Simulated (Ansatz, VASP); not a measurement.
# MoS2 in two plane-wave programs, part 2 of 3

Aim: how closely do two programs agree when they are given the same cell, functional and k mesh? The cell is taken from a series of runs on this material, whose earlier steps may have relaxed, scaled, displaced or heated it; both programs get it as it stands.

VASP 6.6.1 and Ansatz 0.2.0.

So far: The starting structure; VASP: single point, PBEsol, pair 1.

## Step 3: Ansatz: single point, PBEsol, pair 1

Level of this step: Ansatz beside VASP: Kohn-Sham DFT, plane waves, PBEsol (Ansatz).

Ansatz runs on its default PAW (the set named soft_2) files.

The same cell, functional, mesh and smearing now go to Ansatz, which takes its cutoff from its data sets.

input.yaml reads:

```yaml
crystal:
  lattice:
    - [1.5715565282, 0.9073384143, 6.2818355385]
    - [-1.5715565282, 0.9073384143, 6.2818355385]
    - [0.0, -1.8146773395, 6.2818354647]
  atoms:
    - { symbol: Mo, position: [1.0001015366, 0.0001015366, 0.0001015366] }
    - { symbol: S, position: [0.2507718236, 0.2507718236, 0.2507718236] }
    - { symbol: S, position: [0.4161266398, 0.4161266398, 0.4161266398] }
kpoints:
  mp_grid: { grid: [12, 12, 12] }
hamiltonian:
  xc: pbesol
scf:
  occupations: { method: gaussian, width: 0.01 }
  n_extra_bands: 9
output:
  eigenvalues: true
  eigenstates:
    kpoints:
      - [0.0, 0.180064107, -0.180064107]
      - [0.002000968, 0.178063139, -0.180064107]
      - [0.001155259, 0.181219366, -0.182374626]
      - [0.007998281, 0.188062388, -0.172065825]
      - [0.00223179, 0.1794661, -0.18169789]
      - [0.000598006, 0.177832317, -0.178430323]
      - [0.007070537, 0.184304848, -0.174408468]
      - [-0.004240741, 0.17299357, -0.185719746]
      - [0.006472531, 0.186536637, -0.176042251]
      - [-0.004838747, 0.175225359, -0.187353529]
      - [0.006440058, 0.184193646, -0.176780275]
      - [-0.002795561, 0.174958026, -0.186015895]
      - [0.00510608, 0.182859668, -0.174112318]
      - [0.00412954, 0.186504165, -0.176780275]
      - [-0.002000968, 0.182065075, -0.180064107]
      - [-0.001155259, 0.178908847, -0.177753588]
      - [-0.007998281, 0.172065825, -0.188062388]
      - [-0.00223179, 0.180662113, -0.178430323]
      - [-0.000598006, 0.182295896, -0.18169789]
      - [-0.007070537, 0.175823366, -0.185719746]
      - [0.004240741, 0.187134644, -0.174408468]
      - [-0.006472531, 0.173591576, -0.184085962]
      - [0.004838747, 0.184902854, -0.172774684]
      - [-0.006440058, 0.175934567, -0.183347938]
      - [0.002795561, 0.185170187, -0.174112318]
      - [-0.00510608, 0.177268545, -0.186015895]
      - [-0.00412954, 0.173624048, -0.183347938]
      - [0.00750363, 0.172560477, -0.180064107]
      - [0.004332222, 0.184396328, -0.188728553]
      - [0.029993555, 0.210057662, -0.150070552]
      - [0.008369211, 0.177821583, -0.186190795]
      - [0.002242524, 0.171694896, -0.173937418]
      - [0.026514514, 0.195966886, -0.15885546]
      - [-0.015902779, 0.153549593, -0.201272753]
      - [0.02427199, 0.204336096, -0.164982149]
      - [-0.018145303, 0.161918804, -0.207399441]
      - [0.024150219, 0.195549881, -0.16774974]
      - [-0.010483355, 0.160916306, -0.202383314]
      - [0.0191478, 0.190547462, -0.157744899]
      - [0.015485774, 0.204214326, -0.16774974]
      - [-0.00750363, 0.187567736, -0.180064107]
      - [-0.004332222, 0.175731885, -0.171399661]
      - [-0.029993555, 0.150070551, -0.210057662]
      - [-0.008369211, 0.182306631, -0.173937418]
      - [-0.002242524, 0.188433317, -0.186190795]
      - [-0.026514514, 0.164161328, -0.201272753]
      - [0.015902779, 0.20657862, -0.15885546]
      - [-0.02427199, 0.155792117, -0.195146064]
      - [0.018145303, 0.19820941, -0.152728772]
      - [-0.024150219, 0.164578333, -0.192378473]
      - [0.010483355, 0.199211907, -0.157744899]
      - [-0.0191478, 0.169580751, -0.202383314]
      - [-0.015485774, 0.155913887, -0.192378473]
      - [0.164939707, -0.5, -0.164939707]
      - [0.166940675, -0.502000968, -0.164939707]
      - [0.166094966, -0.498844741, -0.167250226]
      - [0.172937989, -0.492001719, -0.156941426]
      - [0.167171497, -0.500598006, -0.166573491]
      - [0.165537714, -0.50223179, -0.163305924]
      - [0.172010244, -0.495759259, -0.159284068]
      - [0.160698966, -0.507070537, -0.170595346]
      - [0.171412238, -0.493527469, -0.160917852]
      - [0.16010096, -0.504838747, -0.17222913]
      - [0.171379766, -0.49587046, -0.161655876]
      - [0.162144146, -0.50510608, -0.170891496]
      - [0.170045787, -0.497204439, -0.158987919]
      - [0.169069247, -0.493559942, -0.161655876]
      - [0.162938739, -0.497999032, -0.164939707]
      - [0.163784448, -0.501155259, -0.162629188]
      - [0.156941426, -0.507998281, -0.172937989]
      - [0.162707918, -0.499401994, -0.163305924]
      - [0.164341701, -0.49776821, -0.166573491]
      - [0.15786917, -0.504240741, -0.170595346]
      - [0.169180448, -0.492929463, -0.159284068]
      - [0.158467177, -0.506472531, -0.168961563]
      - [0.169778455, -0.495161253, -0.157650285]
      - [0.158499649, -0.50412954, -0.168223538]
      - [0.167735269, -0.49489392, -0.158987919]
      - [0.159833627, -0.502795561, -0.170891496]
      - [0.160810168, -0.506440058, -0.168223538]
      - [0.172443337, -0.50750363, -0.164939707]
      - [0.169271929, -0.495667778, -0.173604153]
      - [0.194933263, -0.470006445, -0.134946152]
      - [0.173308918, -0.502242524, -0.171066396]
      - [0.167182231, -0.508369211, -0.158813019]
      - [0.191454221, -0.484097221, -0.143731061]
      - [0.149036928, -0.526514514, -0.186148353]
      - [0.189211697, -0.47572801, -0.14985775]
      - [0.146794404, -0.518145303, -0.192275042]
      - [0.189089927, -0.484514226, -0.152625341]
      - [0.154456352, -0.5191478, -0.187258915]
      - [0.184087508, -0.489516645, -0.1426205]
      - [0.180425481, -0.475849781, -0.152625341]
      - [0.157436078, -0.49249637, -0.164939707]
      - [0.160607485, -0.504332222, -0.156275261]
      - [0.134946152, -0.529993555, -0.194933262]
      - [0.156570496, -0.497757476, -0.158813019]
      - [0.162697183, -0.491630789, -0.171066396]
      - [0.138425193, -0.515902779, -0.186148353]
      - [0.180842486, -0.473485486, -0.143731061]
      - [0.140667717, -0.52427199, -0.180021665]
      - [0.18308501, -0.481854697, -0.137604373]
      - [0.140789488, -0.515485774, -0.177254074]
      - [0.175423062, -0.4808522, -0.1426205]
      - [0.145791907, -0.510483355, -0.187258915]
      - [0.149453933, -0.524150219, -0.177254074]
      - [-0.5, -0.5, -0.5]
      - [-0.497999032, -0.502000968, -0.5]
      - [-0.498844741, -0.498844741, -0.502310519]
      - [-0.492001719, -0.492001719, -0.492001719]
      - [-0.49776821, -0.500598006, -0.501633784]
      - [-0.499401994, -0.50223179, -0.498366216]
      - [-0.492929463, -0.495759259, -0.494344361]
      - [-0.504240741, -0.507070537, -0.505655639]
      - [-0.493527469, -0.493527469, -0.495978145]
      - [-0.504838747, -0.504838747, -0.507289423]
      - [-0.493559942, -0.49587046, -0.496716169]
      - [-0.502795561, -0.50510608, -0.505951789]
      - [-0.49489392, -0.497204439, -0.494048211]
      - [-0.49587046, -0.493559942, -0.496716169]
      - [-0.502000968, -0.497999032, -0.5]
      - [-0.501155259, -0.501155259, -0.497689481]
      - [-0.507998281, -0.507998281, -0.507998281]
      - [-0.50223179, -0.499401994, -0.498366216]
      - [-0.500598006, -0.49776821, -0.501633784]
      - [-0.507070537, -0.504240741, -0.505655639]
      - [-0.495759259, -0.492929463, -0.494344361]
      - [-0.506472531, -0.506472531, -0.504021855]
      - [-0.495161253, -0.495161253, -0.492710577]
      - [-0.506440058, -0.50412954, -0.503283831]
      - [-0.497204439, -0.49489392, -0.494048211]
      - [-0.50510608, -0.502795561, -0.505951789]
      - [-0.50412954, -0.506440058, -0.503283831]
      - [-0.49249637, -0.50750363, -0.5]
      - [-0.495667778, -0.495667778, -0.508664446]
      - [-0.470006445, -0.470006445, -0.470006445]
      - [-0.491630789, -0.502242524, -0.506126689]
      - [-0.497757476, -0.508369211, -0.493873311]
      - [-0.473485486, -0.484097221, -0.478791354]
      - [-0.515902779, -0.526514514, -0.521208646]
      - [-0.47572801, -0.47572801, -0.484918042]
      - [-0.518145303, -0.518145303, -0.527335335]
      - [-0.475849781, -0.484514226, -0.487685633]
      - [-0.510483355, -0.5191478, -0.522319207]
      - [-0.4808522, -0.489516645, -0.477680793]
      - [-0.484514226, -0.475849781, -0.487685633]
      - [-0.50750363, -0.49249637, -0.5]
      - [-0.504332222, -0.504332222, -0.491335554]
      - [-0.529993555, -0.529993555, -0.529993555]
      - [-0.508369211, -0.497757476, -0.493873311]
      - [-0.502242524, -0.491630789, -0.506126689]
      - [-0.526514514, -0.515902779, -0.521208646]
      - [-0.484097221, -0.473485486, -0.478791354]
      - [-0.52427199, -0.52427199, -0.515081958]
      - [-0.481854697, -0.481854697, -0.472664665]
      - [-0.524150219, -0.515485774, -0.512314367]
      - [-0.489516645, -0.4808522, -0.477680793]
      - [-0.5191478, -0.510483355, -0.522319207]
      - [-0.515485774, -0.524150219, -0.512314367]
checkpoint:
  read: start.run
  write: ck
  compress: false
  write_wavefunctions: false
  write_every: 100000
```

Command:

```bash
ansatz run input.yaml --threads 2 --pin off --max-ram 5120MiB --backend cpu --events-out ev --progress --plain --runs-dir out
```

Numbers of over 12 decimals in the logs are rounded to 6 here.

What it wrote:

```text
Warning: checkpoint.read: basis.xc_grid differs: saved 2, current 1 (points along each axis for each point of the dense box; where the key is left out runs that use forces, runs that use the stress, dielectric runs by a finite field, finite-displacement phonons, runs of phonons.displacement_patterns under a GGA or a meta-GGA, phonons by method: dfpt, dielectric runs by the response, runs on support functions, runs on [...]
Warning: checkpoint.read: basis.fft_grid_basis: the saved state records [[1, -1, 0], [0, 1, 0], [0, -1, 1]]; without it this run's FFT boxes would lie on [[1, 0, -1], [0, 1, -1], [0, 0, 1]]; this run lays them on the saved basis, on which the saved density and orbitals are stored
scf.n_extra_bands = 9 over 13 filled bands (N_el = 26.0): the run solves 22 bands
Engine: ansatz 0.2.0, x86_64-unknown-linux-gnu
Pseudopotentials: kind: paw
Pseudopotential: Mo, paw, valence charge 14, recommended cutoff 420 eV (normal), Mo.paw.azcp
Pseudopotential: S, paw, valence charge 6, recommended cutoff 420 eV (normal), S.paw.azcp
Functional definition: PBEsol
  exchange = pbesol_x
  correlation = pbesol_c
Crystal: 3 atoms, lattice volume = 53.745 Å³
Basis set: ecut = 420 eV, 1029 PW (Γ), FFT grids on a1−a2, a2, −a2+a3
Bands: 22, of which v1, the nominal top of the filled ones, is band 13 counted from 1 (12 counted from 0)
Symmetry: 6 space group operations
Space group: R3m (ITA 160), of the structure as read, at distance tolerance 3.8e-5 Å
k-points: 189 of 1728 (time reversal used)
Non-local potential: Mo, projectors of the file, l = 0: 3, l = 1: 2, l = 2: 2, l = 3: 1
Non-local potential: S, projectors of the file, l = 0: 2, l = 1: 2, l = 2: 2
PAW form: soft (Blöchl's): semilocal exchange-correlation on the pseudo side does not see the compensation charge
PAW frozen core: Mo, regenerated for the run's functional, and the local potential with it (the file was generated under x = pbe(κ = 0.804, μ = 0.219515), c = pbe(β = 0.066725))
PAW frozen core: S, regenerated for the run's functional, and the local potential with it (the file was generated under x = pbe(κ = 0.804, μ = 0.219515), c = pbe(β = 0.066725))
PAW one-centre angular grid: Mo, 590 points (default); XC on 64 Gauss nodes
PAW one-centre angular grid: S, 110 points (default); XC on 64 Gauss nodes
Initial density: read from a saved state, or passed on in memory by an earlier SCF of this step, an earlier step, the calling program or the single point that the run made first
Initial wavefunctions: pseudopotential atomic-orbital guess
Functional: x = pbesol(κ = 0.804, μ = 0.123457), c = pbesol(β = 0.046)
iter 1 solved again at ethr=4.26e-7 eV; its pass at ethr=3.10e-3 eV (dr2=1.11e-4 eV) is discarded
SCF iter   1: F=—  HF=-6670.168018 eV  |F-HF|=—  |Δ(HF+E_count)|=         —  Δρ=1.06e-6  dr2=4.91e-10  ethr=4.26e-7  ⟨swp⟩=3.1  Hψ=34858  notcnv=0
eigensolver tolerance schedule: the retry pair's looser diagonalisation over-reported the residual by 225552.82 of it (diagonalisation noise at an unbounded share of the residual, at the tolerance the schedule requests for it); recorded, not acted on — ethr = c·dr2/N_el stays at c = 1.0e-1
preconditioner: auto → none  [insulator: Δε(μ)=1.005 eV  Ē_g=11.693 eV  σ=0.010 eV  W_gap=1.00  n_scr=16 (ndim 8)  ℏωp=21.5 eV  f_vac=0.019  D(μ)=0.00/eV (n_scr^D=0)  ε∞_Penn≈4.4]
SCF iter   2: F=—  HF=-6670.168018 eV  |F-HF|=—  |Δ(HF+E_count)|=   1.37e-7  Δρ=7.97e-7  dr2=7.46e-10  ethr=1.89e-12  ⟨swp⟩=6.1  Hψ=15082  notcnv=0
SCF iter   3: F=-6670.168018 eV  HF=-6670.168018 eV  |F-HF|=2.01e-10  |Δ(HF+E_count)|=  1.37e-10  Δρ=6.63e-7  dr2=2.47e-10  ethr=1.89e-12  ⟨swp⟩=1.0  Hψ=9832  notcnv=0
SCF 1 converged in 3 iterations: F = -6670.168018 eV  dr2 = 2.47e-10
  greatest PAW one-centre occupation: 0.999 electrons in one spin orbital (limit 2), on the Mo atom at site 0 (counted from 0), in its partial waves of l = 0
NSCF: frozen V_eff on 159 k-points
SCF converged after 3 iterations
Free energy (F): -6670.168018 eV
Harris-Foulkes:  -6670.168018 eV  (|F-HF|=2.01e-10)
Internal energy: -6670.168018 eV  (E = F + TS)
E sigma→0 (E₀):  -6670.168018 eV
Fermi energy:    11.180421 eV
--- Per-component energies (eV) ---
  E_band       = -160.257483
  E_kinetic    = 656.658933
  E_local      = -2058.237069  (includes V_loc(G=0)·N_el)
  E_nonlocal   = 201.442876
  E_hartree    = 799.695005
  E_xc         = -375.824506
  E_vxc        = -404.770610  (∫ρ·V_xc dr)
  E_paw        = -4311.917154  (= ΣΔE_a)
  E_vpaw       = -154.742318  (= ΣTr[D̂ρ^β])
  E_aug_tail   = 0.000030  (compensation charges beyond the density's cutoff)
  E_ewald      = -1582.319332
  E_core_change = 0.333198  (= ΣΔE_core)
  E_smearing   = -0.000000  (= −TS)
  E_closure    = 0.000000  (closes the sum)
  Σ components = -6670.168018   (vs F -6670.168018, Δ=0.00e0)
--- Band table (eV; the first three rows and the last of 189) ---
  k-point 0: bands = [... 9 lower, 8.5815, 8.5815, 9.3567, 9.5218, 12.9010, 12.9010, 13.2694, 13.2694, ... 5 higher]
  k-point 1: bands = [... 9 lower, 8.1228, 8.4069, 9.4555, 9.6603, 12.8026, 12.8986, 13.0759, 13.1599, ... 5 higher]
  k-point 2: bands = [... 9 lower, 7.8798, 7.9984, 9.3929, 9.6177, 12.2406, 12.8706, 12.9113, 13.5006, ... 5 higher]
  k-point 188: bands = [... 9 lower, 7.4309, 8.6026, 8.6026, 10.6782, 12.9761, 12.9761, 13.1643, 13.1643, ... 5 higher]
```

## Step 4: Comparison

Known differences besides the potentials themselves: the cutoff is 420 eV in Ansatz and 400 eV in VASP; Ansatz makes its cores anew for this functional, VASP keeps those of its PBE data sets. Total energies have different zeros and are not compared.

Compared:

| quantity | Ansatz | VASP | difference |
| --- | --- | --- | --- |
| gap on the k mesh (eV) | 1.005 | 1.019 | -0.015 |

A gap on the mesh is an upper bound, since the band edges may lie between its points.

## Step 5: Ansatz: single point, PBEsol, pair 2

A single point gives forces, pressure and levels at one fixed geometry, so differences don't come from the geometry; what else differs is listed under the comparison.

The cell is taken from a series of runs on this material, whose earlier steps may have relaxed, scaled, displaced or heated it; both programs get it as it stands.

input.yaml, the sections that differ from step 3:

```yaml
kpoints:
  mp_grid: { grid: [12, 12, 12] }
  band_path:
    path:
      - [[0.0, 0.0, 0.0], [-0.5, -0.5, -0.5], [-0.5, -0.18057498, -0.81942502]]
      - [[-0.18057498, 0.18057498, -0.5], [0.0, 0.0, -0.5], [0.0, 0.0, 0.0], [0.0, 0.34028749, -0.34028749]]
      - [[-0.34028749, 0.0, -0.65971251], [-0.5, 0.0, -0.5], [0.0, 0.0, 0.0]]
    npoints: 8
output:
  eigenvalues: true
  boltztrap: { nscf_kmesh: [18, 18, 18] }
# crystal, hamiltonian, scf, checkpoint: as in step 3
```

What it wrote:

```text
[...]
Crystal: 3 atoms, lattice volume = 53.745 Å³
Basis set: ecut = 420 eV, 1029 PW (Γ), FFT grids on a1−a2, a2, −a2+a3
Bands: 22, of which v1, the nominal top of the filled ones, is band 13 counted from 1 (12 counted from 0)
Symmetry: 6 space group operations
[...]
k-points: 189 of 1728 (time reversal used)
[...]
--- Band table (eV; the first three rows and the last of 189) ---
  k-point 0: bands = [... 9 lower, 8.5815, 8.5815, 9.3567, 9.5218, 12.9010, 12.9010, 13.2694, 13.2694, ... 5 higher]
  k-point 1: bands = [... 9 lower, 8.1228, 8.4069, 9.4555, 9.6603, 12.8026, 12.8986, 13.0759, 13.1599, ... 5 higher]
  k-point 2: bands = [... 9 lower, 7.8798, 7.9984, 9.3929, 9.6177, 12.2406, 12.8706, 12.9113, 13.5006, ... 5 higher]
  k-point 188: bands = [... 9 lower, 7.4309, 8.6026, 8.6026, 10.6782, 12.9761, 12.9761, 13.1643, 13.1643, ... 5 higher]
[key lines of the parts left out:]
SCF converged after 3 iterations
Free energy (F): -6670.168018 eV
Fermi energy:    11.180421 eV
```

## Step 6: VASP: single point, PBEsol, pair 2

The same cell, functional, mesh and smearing now go to VASP, with its own data sets.

INCAR reads:

```
SYSTEM = MoS2
PREC = Accurate
ENCUT = 400
EDIFF = 1E-06
NELM = 120
ISMEAR = 0
SIGMA = 0.01
LREAL = .FALSE.
ALGO = Normal
GGA = PS
NBANDS = 19
LASPH = .TRUE.
LORBIT = 11
LWAVE = .FALSE.
LCHARG = .FALSE.
ISIF = 2
GGA_COMPAT = .FALSE.
EFERMI = MIDGAP
KPAR = 2
```

POSCAR reads:

```
MoS2
1.0
    1.5715565282      0.9073384143      6.2818355385
   -1.5715565282      0.9073384143      6.2818355385
    0.0000000000     -1.8146773395      6.2818354647
Mo S
1 2
Direct
    0.0001015366      0.0001015366      0.0001015366
    0.2507718236      0.2507718236      0.2507718236
    0.4161266398      0.4161266398      0.4161266398
```

KPOINTS reads:

```
Automatic mesh
0
Gamma
12 12 12
0 0 0
```

PAW data sets: Mo_sv and S (PBE family, release 64).

Command:

```bash
mpirun -np 2 vasp_std
```

What it wrote:

```text
[banner, memory and clock lines left out]
running    2 mpi-ranks, on    1 nodes
[...]
[... a notice as in an earlier step ...]

 LDA part: xc-table for (Slater+PW92), standard interpolation
 POSCAR, INCAR and KPOINTS ok, starting setup
[...]
entering main loop
       N       E                     dE             d eps       ncg     rms          rms(c)
[... 14 cycles as in an earlier step ...]
   1 F= -.23448524E+02 E0= -.23448524E+02  d E =0.000000E+00
```

From OUTCAR (step 6):

```text
[... 6 parts as in an earlier step ...]

[... 1 further part left out ...]
[key lines of the parts left out:]
E-fermi :   7.7944
```

The run ends at a pressure of -0.25 GPa, with forces up to 0.0029 eV/Å.

## Step 7: Side by side

The two programs side by side:

```
              quantity  Ansatz   VASP  difference
gap on the k mesh (eV)   1.005  1.019      -0.015
```

A gap on the mesh is an upper bound, since the band edges may lie between its points.

[end of part 2 of 3]

[Lines on the potential files, build, host, timing and source positions are cut from VASP's logs without a mark.]

[Logs are printed without paths, hosts, clocks, repeated set-up lines and the standing remarks that a program may print on its own settings, such as how far it seeks lower states.]

[Hosts, paths, dates, database ids (printed as entryN), source tags and the programs' standing remarks are cut or masked in the printed files.]
